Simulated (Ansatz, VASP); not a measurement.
## Cross-check of Be (zigzag Be chain) between VASP and Ansatz

Aim: how closely do two programs agree when they are given the same cell, functional and k mesh? The structure shown is the start of the Ansatz relaxation below; VASP solves that cell, so the two are compared at the walk's first step.

Program: Ansatz 0.2.0. Level of theory: plane waves, with VASP 6.6.1 beside it; single point at PBE, single point at LDA and single point at PBEsol. Results are calculated unless marked as measured.

## Step 1: Set-up

The cell holds 2 atoms: 2 Be. Cell: a = 9.000 Å, b = 7.500 Å, c = 3.221 Å, α = 90.0°, β = 90.0°, γ = 90.0°. Vacuum lies along a and b. The structure's axis is c.

## Step 2: Ansatz: relaxation, PBE

Ansatz runs on its default PAW (the set named soft_2) files.

The two programs are compared at the cell with which this relaxation starts, whose forces are those of its first step.

input.yaml

```yaml
crystal:
  lattice:
    - [9.0, 0.0, 0.0]
    - [0.0, 7.5, 0.0]
    - [0.0, 0.0, 3.2209928187]
  atoms:
    - { symbol: Be, position: [0.452426882, 0.5, 0.0] }
    - { symbol: Be, position: [0.547573118, 0.5, 0.5] }
kpoints:
  mp_grid: { grid: [1, 1, 25] }
scf:
  occupations: { method: fermi_dirac, width: 0.05 }
hamiltonian:
  xc: pbe
relax:
  cell: { fix: [a, b, alpha, beta, gamma] }
  max_steps: 60
```

Command:

```
ansatz run input.yaml --threads 4 --pin off --max-ram 8192MiB --backend cpu --events-out ev --progress --plain --runs-dir out
```

Numbers of over 12 decimals in the logs are rounded to 6 here.

What it wrote:

```text
Engine: ansatz 0.2.0, aarch64-unknown-linux-gnu
Pseudopotentials: kind: paw
Pseudopotential: Be, paw, valence charge 2, recommended cutoff 420 eV (normal), Be.paw.azcp
Functional definition: PBE
  parameter kappa = 0.804
  parameter beta = 0.066725
  exchange = pbe_x(kappa = kappa, mu = beta*pi^2/3)
  correlation = pbe_c(beta = beta)
Crystal: 2 atoms, lattice volume = 217.417 Å³
Basis set: ecut = 420 eV, 4281 PW (Γ), exchange–correlation on 128×108×48 points (8 copies of the dense FFT grid, shifted against one another)
Bands: 6, of which v1, the nominal top of the filled ones, is band 2 counted from 1 (1 counted from 0)
Symmetry: 8 space group operations
Space group: Pmma (ITA 51), of the structure as read, at distance tolerance 6.0e-5 Å
k-points: 13 of 25
Non-local potential: Be, projectors of the file, l = 0: 2, l = 1: 2, l = 2: 1
PAW form: soft (Blöchl's): semilocal exchange-correlation on the pseudo side does not see the compensation charge
PAW one-centre angular grid: Be, 110 points (default); XC on 64 Gauss nodes
Initial density: superposition of atomic densities (neutral atoms: chi_scale 0, normalization atom), corrected by the library's trained network
Initial wavefunctions: pseudopotential atomic-orbital guess
Functional: x = pbe(κ = 0.804, μ = 0.219515), c = pbe(β = 0.066725)
SCF iter   1: F=—  HF=-179.873366 eV  |F-HF|=—  |Δ(HF+E_count)|=         —  Δρ=4.03e-3  dr2=5.05e-2  ethr=1.77e-3  ⟨swp⟩=7.2  Hψ=920  notcnv=0
preconditioner: auto → LDOS  [metal: Δε(μ)=0.023 eV  Ē_g=4.962 eV  σ=0.050 eV  W_gap=0.11  n_scr=10 (ndim 8)  ℏωp=5.0 eV  f_vac=0.581  D(μ)=4.22/eV (n_scr^D=20)  β→1.0]
SCF iter   2: F=—  HF=-179.874062 eV  |F-HF|=—  |Δ(HF+E_count)|=   6.96e-4  Δρ=1.04e-3  dr2=1.80e-3  ethr=1.26e-3  ⟨swp⟩=3.1  Hψ=246  notcnv=0
SCF iter   3: F=—  HF=-179.882492 eV  |F-HF|=—  |Δ(HF+E_count)|=   8.43e-3  Δρ=2.66e-4  dr2=2.58e-4  ethr=4.51e-5  ⟨swp⟩=2.0  Hψ=156  notcnv=0
SCF iter   4: F=—  HF=-179.883082 eV  |F-HF|=—  |Δ(HF+E_count)|=   5.90e-4  Δρ=4.93e-5  dr2=8.03e-6  ethr=6.45e-6  ⟨swp⟩=2.0  Hψ=140  notcnv=0
SCF iter   5: F=—  HF=-179.883020 eV  |F-HF|=—  |Δ(HF+E_count)|=   6.14e-5  Δρ=1.28e-5  dr2=4.81e-7  ethr=2.01e-7  ⟨swp⟩=2.0  Hψ=136  notcnv=0
SCF iter   6: F=-179.883021 eV  HF=-179.883021 eV  |F-HF|=1.11e-7  |Δ(HF+E_count)|=   6.02e-7  Δρ=3.10e-6  dr2=4.90e-8  ethr=2.50e-9  ⟨swp⟩=4.3  Hψ=211  notcnv=0
SCF 1 converged in 6 iterations: F = -179.883021 eV  dr2 = 4.90e-8
  greatest PAW one-centre occupation: 0.437 electrons in one spin orbital (limit 2), on the Be atom at site 1 (counted from 0), in its partial waves of l = 0
relax step   1: F+E_penalty+E_count = -179.88302102 eV  Δ(F+E_penalty+E_count) = +0.000e0 eV  max|allowed force component| = 2.131e0 eV/Å  Δτ_max = 0.0000 Å  P = +1.211 GPa  Ω = 217.417 Å³  fix = [a, b, alpha, beta, gamma]  reactions: a +1.402, b -0.016 GPa  (6 SCF iters, dr2 threshold 1.00e-7 eV, accepted)
[...]
relax step  10: F+E_penalty+E_count = -181.89643521 eV  Δ(F+E_penalty+E_count) = -8.543e-3 eV  max|allowed force component| = 3.030e-1 eV/Å  Δτ_max = 0.0239 Å  P = +0.399 GPa  Ω = 145.048 Å³  energy of the carried Pulay correction = +1.404e-3 eV  fix = [a, b, alpha, beta, gamma]  reactions: a +0.719, b +0.091 GPa  (9 SCF iters, accepted)
[...]
relax step  11: F+E_penalty+E_count = -181.90418970 eV  Δ(F+E_penalty+E_count) = -7.754e-3 eV  max|allowed force component| = 2.247e-2 eV/Å  Δτ_max = 0.0259 Å  P = +0.081 GPa  Ω = 145.660 Å³  energy of the carried Pulay correction = +1.390e-3 eV  fix = [a, b, alpha, beta, gamma]  reactions: a +0.112, b +0.090 GPa  (5 SCF iters, dr2 threshold 2.00e-7 eV, accepted)
[...]
relax step  12: F+E_penalty+E_count = -181.90426013 eV  Δ(F+E_penalty+E_count) = -7.043e-5 eV  max|allowed force component| = 1.596e-3 eV/Å  Δτ_max = 0.0024 Å  P = +0.082 GPa  Ω = 145.835 Å³  energy of the carried Pulay correction = +1.385e-3 eV  fix = [a, b, alpha, beta, gamma]  reactions: a +0.158, b +0.089 GPa  (4 SCF iters, dr2 threshold 3.16e-8 eV, accepted)
[...]
relax step  13: F+E_penalty+E_count = -181.90397985 eV  Δ(F+E_penalty+E_count) = +2.803e-4 eV  max|allowed force component| = 1.474e-3 eV/Å  Δτ_max = 0.0000 Å  P = +0.079 GPa  Ω = 145.835 Å³  fix = [a, b, alpha, beta, gamma]  reactions: a +0.156, b +0.087 GPa  stress off target by 4.35e-3 GPa on what of the cell is left free  SCF on the basis re-selected at this cell (its energy is not comparable with the rows above)  (5 SCF iters)
basis re-selected at this cell: Δ(F+E_penalty+E_count) = +2.803e-4 eV, ΔP = -0.003 GPa vs the last step (what re-selecting the basis moved, of the pressure what is left beyond the Pulay correction that the steps carried, after the strain that the cell walked since its last selection, with what the two solves' SCF thresholds leave and, on support functions, any second-order correction that the steps lacked; it is no measure of the basis error at this ecutwfc). The dense FFT grid was sized anew with the basis: this SCF ran on 64×54×15 points, the steps before it on 64×54×24, so part of this shift can come from that change (see relax.cell in the input reference). [rest of the remark cut]
SCF converged after 5 iterations
Free energy (F): -181.903980 eV
Harris-Foulkes:  -181.903980 eV  (|F-HF|=4.72e-12)
Internal energy: -181.889395 eV  (E = F + TS)
E sigma→0 (E₀):  -181.896687 eV
Entropy (-TS):   -0.014585 eV (-7.292 meV/atom)
Fermi energy:    -3.095609 eV
--- Per-component energies (eV) ---
  E_band       = -21.846647
  E_kinetic    = 33.286904
  E_local      = -139.370509  (includes V_loc(G=0)·N_el)
  E_nonlocal   = 11.121438
  E_hartree    = 55.669800
  E_xc         = -34.725789
  E_vxc        = -35.157692  (∫ρ·V_xc dr)
  E_paw        = -119.307307  (= ΣΔE_a)
  E_vpaw       = -3.066395  (= ΣTr[D̂ρ^β])
  E_aug_tail   = -0.000001  (compensation charges beyond the density's cutoff)
  E_ewald      = 11.436070
  E_smearing   = -0.014585  (= −TS)
  E_closure    = 0.000000  (closes the sum)
  Σ components = -181.903980   (vs F -181.903980, Δ=0.00e0)
--- Forces (eV/Å), atoms counted from 1 ---
  atom   1  Be    -0.00147363     0.00000000     0.00000000
  atom   2  Be     0.00147363     0.00000000     0.00000000
  max |Σ_I F_I| component: 2.17e-19 eV/Å
--- Stress (GPa, compression-positive) ---
        0.155646       0.000000       0.000000
        0.000000       0.087101       0.000000
        0.000000       0.000000      -0.004345
  P = ⅓ Tr σ = 0.0795 GPa (0.795 kbar)
--- Relaxed structure (12 steps of the walk, 11 accepted, 1 SCFs on fresh bases) ---
  F+E_penalty+E_count = -181.90397985 eV   max|allowed force component| = 1.474e-3 eV/Å   (the final SCF, on the basis selected at the relaxed cell)
  cell:  # Å, volume = 145.8347 Å³
    - [9.0, 0.0, 0.0]
    - [0.0, 7.5, 0.0]
    - [0.0, 0.0, 2.160513]
  atoms:
    - { symbol: Be, position: [0.402586, 0.5, 0.0] }
    - { symbol: Be, position: [0.597414, 0.5, 0.5] }
```

The column dr2 measures how far the density is from self-consistency, as an energy; F and HF (Harris–Foulkes) agree once it is small.

## Step 3: VASP: single point, PBE, start cell

The same cell, functional, mesh and smearing now go to VASP, with its own data sets.

Lines of VASP's logs that name or quote its potential files are left out, and so is its time.

INCAR

```
SYSTEM = Be
PREC = Accurate
ENCUT = 520
EDIFF = 1E-06
NELM = 120
ISMEAR = -1
SIGMA = 0.05
LREAL = .FALSE.
ALGO = Normal
GGA = PE
NBANDS = 8
LORBIT = 11
LWAVE = .FALSE.
LCHARG = .FALSE.
ISIF = 2
LASPH = .TRUE.
GGA_COMPAT = .FALSE.
```

POSCAR

```
Be
1.0
    9.0000000000      0.0000000000      0.0000000000
    0.0000000000      7.5000000000      0.0000000000
    0.0000000000      0.0000000000      3.2209930000
Be
2
Direct
    0.4524268889      0.5000000000      0.0000000000
    0.5475731111      0.5000000000      0.4999998448
```

KPOINTS

```
Automatic mesh
0
Gamma
1 1 25
0 0 0
```

PAW data sets: Be (PBE family, release 64).

Command:

```
mpirun -np 1 vasp_std
```

What it wrote:

```text
[banner, memory and clock lines left out]
running    1 mpi-ranks, on    1 nodes
 distrk:  each k-point on    1 cores,    1 groups
 distr:  one band on    1 cores,    1 groups

 POSCAR found type information on POSCAR Be
 POSCAR found :  1 types and       2 ions
 LDA part: xc-table for (Slater+PW92), standard interpolation
 POSCAR, INCAR and KPOINTS ok, starting setup
 FFT: planning ... GRIDC
 FFT: planning ... GRID_SOFT
 FFT: planning ... GRID
 WAVECAR not read
 entering main loop
       N       E                     dE             d eps       ncg     rms          rms(c)
DAV:   1     0.950946797197E+01    0.95095E+01   -0.10551E+03   208   0.278E+02
DAV:   2    -0.213460291436E+01   -0.11644E+02   -0.10773E+02   312   0.358E+01
DAV:   3    -0.296372690777E+01   -0.82912E+00   -0.80538E+00   240   0.119E+01
DAV:   4    -0.297250797907E+01   -0.87811E-02   -0.87714E-02   280   0.155E+00
DAV:   5    -0.297256556933E+01   -0.57590E-04   -0.57590E-04   312   0.992E-02    0.437E+00
DAV:   6    -0.212107528394E+01    0.85149E+00   -0.13561E+00   232   0.310E+00    0.201E+00
DAV:   7    -0.188796182759E+01    0.23311E+00   -0.90439E-01   240   0.254E+00    0.377E-01
DAV:   8    -0.188698195627E+01    0.97987E-03   -0.16078E-02   280   0.672E-01    0.145E-01
DAV:   9    -0.188745722939E+01   -0.47527E-03   -0.84450E-03   256   0.349E-01    0.137E-01
DAV:  10    -0.188926328604E+01   -0.18061E-02   -0.74883E-04   208   0.165E-01    0.266E-02
DAV:  11    -0.188995097448E+01   -0.68769E-03   -0.19967E-04   208   0.901E-02    0.234E-02
DAV:  12    -0.189041737754E+01   -0.46640E-03   -0.18905E-04   216   0.653E-02    0.693E-03
DAV:  13    -0.189053090237E+01   -0.11352E-03   -0.16381E-05   208   0.243E-02    0.362E-03
DAV:  14    -0.189053829929E+01   -0.73969E-05   -0.56532E-06   224   0.120E-02    0.172E-03
DAV:  15    -0.189053877618E+01   -0.47689E-06   -0.97782E-07   224   0.408E-03
   1 F= -.18905388E+01 E0= -.18722450E+01  d E =-.365876E-01
```

Parts of OUTCAR (step 3):

```text
ion  position               nearest neighbor table
   1  0.452  0.500  0.000-   2 1.82   2 1.82
   2  0.548  0.500  0.500-   1 1.82   1 1.82

  LATTYP: Found a simple orthorhombic cell.
 ALAT       =     3.2209930000
 B/A-ratio  =     2.3284744798
 C/A-ratio  =     2.7941693757

 Subroutine GETGRP returns: Found  8 space group operations
 (whereof  4 operations were pure point group operations)

The static configuration has the point symmetry C_2v.
 The point group associated with its full space group is D_2h.

 Found     13 irreducible k-points:

   k-points           NKPTS =     13   k-points in BZ     NKDIM =     13   number of bands    NBANDS=      8

   dimension x,y,z NGX =    70 NGY =   56 NGZ =   24
   dimension x,y,z NGXF=   140 NGYF=  112 NGZF=   48

   ENCUT  =  520.0 eV  38.22 Ry    6.18 a.u.  16.73 13.95  5.99*2*pi/ulx,y,z

   NELECT =       4.0000    total number of electrons

 k-points in reciprocal lattice and weights: Automatic mesh
   0.00000000  0.00000000  0.00000000       0.040
   0.00000000  0.00000000  0.04000000       0.080
   0.00000000  0.00000000  0.08000000       0.080
   0.00000000  0.00000000  0.12000000       0.080
   0.00000000  0.00000000  0.16000000       0.080
   0.00000000  0.00000000  0.20000000       0.080
   0.00000000  0.00000000  0.24000000       0.080
   0.00000000  0.00000000  0.28000000       0.080
   0.00000000  0.00000000  0.32000000       0.080
   0.00000000  0.00000000  0.36000000       0.080
   0.00000000  0.00000000  0.40000000       0.080
   0.00000000  0.00000000  0.44000000       0.080
   0.00000000  0.00000000  0.48000000       0.080

 average (electrostatic) potential at core
       1 -43.3461       2 -43.3461

 E-fermi :  -3.3724

 k-point     1 :       0.0000    0.0000    0.0000
  band No.  band energies     occupation
      1      -7.8502      2.00000
      2      -3.5353      1.92580
      3      -3.4191      1.43535
      4      -1.1243      0.00000
      5      -0.4088      0.00000
      6       1.0486      0.00000
      7       1.9976      0.00000
      8       2.2716      0.00000

 k-point     2 :       0.0000    0.0000    0.0400
  band No.  band energies     occupation
      1      -7.8351      2.00000
      2      -3.5231      1.90635
      3      -3.3969      1.23938
      4      -1.1786      0.00000
      5      -0.3906      0.00000
      6       1.0708      0.00000
      7       2.0170      0.00000
      8       2.2816      0.00000

 k-point     3 :       0.0000    0.0000    0.0800
  band No.  band energies     occupation
      1      -7.7901      2.00000
      2      -3.4886      1.82163
      3      -3.3302      0.60071
      4      -1.3311      0.00000
      5      -0.3364      0.00000
      6       1.1374      0.00000
      7       2.0746      0.00000
      8       2.3097      0.00000

  Total        1.9027012     -0.0236455      3.0748905      0.0000000      0.0000000      0.0000000
  in kB       14.0212784     -0.1742473     22.6593105      0.0000000      0.0000000      0.0000000
  external PRESSURE =      12.1687805 kB  Pullay stress =       0.0000000 kB

  energy-cutoff  :      520.00
  volume of cell :      217.42
      direct lattice vectors                 reciprocal lattice vectors
     9.000000000  0.000000000  0.000000000     0.111111111  0.000000000  0.000000000
     0.000000000  7.500000000  0.000000000     0.000000000  0.133333333  0.000000000
     0.000000000  0.000000000  3.220993000     0.000000000  0.000000000  0.310463264

 POSITION                                       TOTAL-FORCE (eV/Angst)
 -----------------------------------------------------------------------------------
      4.07184      3.75000      0.00000        -2.131977      0.000000      0.000000
      4.92816      3.75000      1.61050         2.131977      0.000000      0.000000
 -----------------------------------------------------------------------------------
    total drift:                                0.000003     -0.000000     -0.000007

  FREE ENERGIE OF THE ION-ELECTRON SYSTEM (eV)
  ---------------------------------------------------
  free  energy   TOTEN  =        -1.8905387762 eV

  energy  without entropy=       -1.8539511966  energy(sigma->0) =       -1.87224499

 total charge
# of ion       s       p       d       tot
------------------------------------------
    1        0.536   0.498   0.000   1.034
    2        0.536   0.498   0.000   1.034
--------------------------------------------------
tot          1.072   0.995   0.000   2.067

[... 3 further parts left out ...]
```

## Step 4: Comparison

Known differences besides the potentials themselves: the cutoff is 420 eV in Ansatz and 520 eV in VASP. Total energies have different zeros and are not compared.

Forces (eV/Å; atoms numbered as in POSCAR):

```csv
atom,"Ansatz x, y, z","VASP x, y, z"
Be1,"-2.131, 0.000, 0.000","-2.132, 0.000, 0.000"
Be2,"2.131, 0.000, 0.000","2.132, 0.000, 0.000"
```

The forces differ by 0.8 meV/Å r.m.s., which is 0.1 % of the r.m.s. force of 1.231 eV/Å (both taken over all components).

## Step 5: Ansatz: relaxation, LDA

The two programs are compared at the cell with which this relaxation starts, whose forces are those of its first step.

The structure compared here is the start of the Ansatz relaxation; VASP solves that cell, so the two are compared at the walk's first step.

input.yaml, the sections that differ from step 2:

```yaml
crystal:
  lattice:
    - [9.0, 0.0, 0.0]
    - [0.0, 7.5, 0.0]
    - [0.0, 0.0, 3.2209928187]
  atoms:
    - { symbol: Be, position: [0.452426882, 0.5, 0.0], spin: 0.5 }
    - { symbol: Be, position: [0.547573118, 0.5, 0.5], spin: 0.5 }
magnetization:
  spin_polarized: true
hamiltonian:
  xc: lda
# kpoints, scf, relax: as in step 2
```

Command:

```
ansatz run input.yaml --threads 4 --pin off --max-ram 8192MiB --backend cpu --events-out ev --progress --plain --runs-dir out
```

What it wrote:

```text
[...]
Crystal: 2 atoms, lattice volume = 217.417 Å³
Basis set: ecut = 420 eV, 4281 PW (Γ)
Bands: 7, of which v1, the nominal top of the filled ones, is band 2 counted from 1 (1 counted from 0)
Symmetry: 8 space group operations
[...]
k-points: 13 of 25
[...]
Starting moments: Σ|m| = 1 μB on 2 of 2 sites
[...]
0.000000       0.092073       0.000000
        0.000000       0.000000      -0.001226
  P = ⅓ Tr σ = 0.0804 GPa (0.804 kbar)
--- Relaxed structure (10 steps of the walk, 10 accepted, 1 SCFs on fresh bases) ---
[...]
cell:  # Å, volume = 144.2095 Å³
    - [9.0, 0.0, 0.0]
    - [0.0, 7.5, 0.0]
    - [0.0, 0.0, 2.136437]
  atoms:
    - { symbol: Be, position: [0.404148, 0.5, 0.0] }
    - { symbol: Be, position: [0.595852, 0.5, 0.5] }
[key lines of the parts left out:]
SCF converged after 6 iterations
Magnetization: -0.0000 μB (2.0000 up, 2.0000 down)
Free energy (F): -172.426997 eV
Fermi energy:    -3.273552 eV
```

## Step 6: VASP: single point, LDA, start cell

The same cell, functional (in two slightly different forms), mesh and smearing now go to VASP, with its own data sets.

Edit INCAR of step 3 so:

```diff
@@ -4,3 +4,3 @@
 EDIFF = 1E-06
-NELM = 120
+NELM = 200
 ISMEAR = -1
@@ -9,4 +9,6 @@
 ALGO = Normal
-GGA = PE
-NBANDS = 8
+GGA = CA
+NBANDS = 9
+ISPIN = 2
+MAGMOM = -0 -0
 LORBIT = 11
```

POSCAR is that of step 3.

KPOINTS is that of step 3.

The projector-augmented-wave data sets are Be (LDA family, release 64).

Command:

```
mpirun -np 1 vasp_std
```

What it wrote:

```text
[banner, memory and clock lines left out]
running    1 mpi-ranks, on    1 nodes
[...]
LDA part: xc-table for (Slater(with rela. corr.)+CA(PZ))
 , standard interpolation
 POSCAR, INCAR and KPOINTS ok, starting setup
[...]
entering main loop
       N       E                     dE             d eps       ncg     rms          rms(c)
DAV:   1     0.960624887976E+01    0.96062E+01   -0.10163E+03   468   0.245E+02
DAV:   2    -0.263216378255E+01   -0.12238E+02   -0.10982E+02   684   0.370E+01
DAV:   3    -0.357353782833E+01   -0.94137E+00   -0.91893E+00   543   0.108E+01
DAV:   4    -0.358787140968E+01   -0.14334E-01   -0.14106E-01   614   0.159E+00
[...]
DAV:  14    -0.231253530391E+01   -0.14460E-03   -0.36769E-05   468   0.173E-02    0.345E-03
DAV:  15    -0.231254212013E+01   -0.68162E-05   -0.95298E-07   516   0.383E-03    0.447E-03
DAV:  16    -0.231254273985E+01   -0.61973E-06   -0.44405E-08   482   0.734E-04
   1 F= -.23125427E+01 E0= -.22930259E+01  d E =-.390337E-01  mag=    -0.0037
```

OUTCAR, selected parts (step 6):

```text
  Total        1.8139578     -0.0113444      2.4092133      0.0000000      0.0000000      0.0000000
  in kB       13.3673158     -0.0835988     17.7538391      0.0000000      0.0000000      0.0000000
  external PRESSURE =      10.3458520 kB  Pullay stress =       0.0000000 kB

 POSITION                                       TOTAL-FORCE (eV/Angst)
 -----------------------------------------------------------------------------------
      4.07184      3.75000      0.00000        -2.033490      0.000000      0.000000
      4.92816      3.75000      1.61050         2.033490      0.000000      0.000000
 -----------------------------------------------------------------------------------
    total drift:                                0.000002     -0.000000     -0.000004

  FREE ENERGIE OF THE ION-ELECTRON SYSTEM (eV)
  ---------------------------------------------------
  free  energy   TOTEN  =        -2.3125427399 eV

  energy  without entropy=       -2.2735090025  energy(sigma->0) =       -2.29302587

 magnetization (x)
# of ion       s       p       d       tot
------------------------------------------
    1       -0.000  -0.001   0.000  -0.001
    2       -0.000  -0.001   0.000  -0.001
--------------------------------------------------
tot         -0.000  -0.003   0.000  -0.003

[... 1 part as in an earlier step ...]

[... 2 further parts left out ...]
[key lines of the parts left out:]
E-fermi :  -3.5377
```

## Step 7: Comparison

What differs besides the data sets and the points named for the pairs above, as far as they apply: the two LDA forms differ slightly; VASP's log shows a relativistic correction to its local exchange, Ansatz's none. Total energies have different zeros and are not compared.

Forces (eV/Å; atoms numbered as in POSCAR):

```csv
atom,"Ansatz x, y, z","VASP x, y, z"
Be1,"-1.997, 0.000, 0.000","-2.033, 0.000, 0.000"
Be2,"1.997, 0.000, 0.000","2.033, 0.000, 0.000"
```

The forces differ by 21 meV/Å r.m.s., which is 1.8 % of the r.m.s. force of 1.174 eV/Å (both taken over all components). Moments aren't recorded for both runs of this pair, so they may hold unlike magnetic states.

(Continued in part 2 of 2.)

[Lines on the potential files, build, host, timing and source positions are cut from VASP's logs without a mark.]

[Logs are printed without paths, hosts, clocks, repeated set-up lines and the standing remarks that a program may print on its own settings, such as how far it seeks lower states.]

[Hosts, paths, dates, database ids (printed as entryN), source tags and the programs' standing remarks are cut or masked in the printed files.]
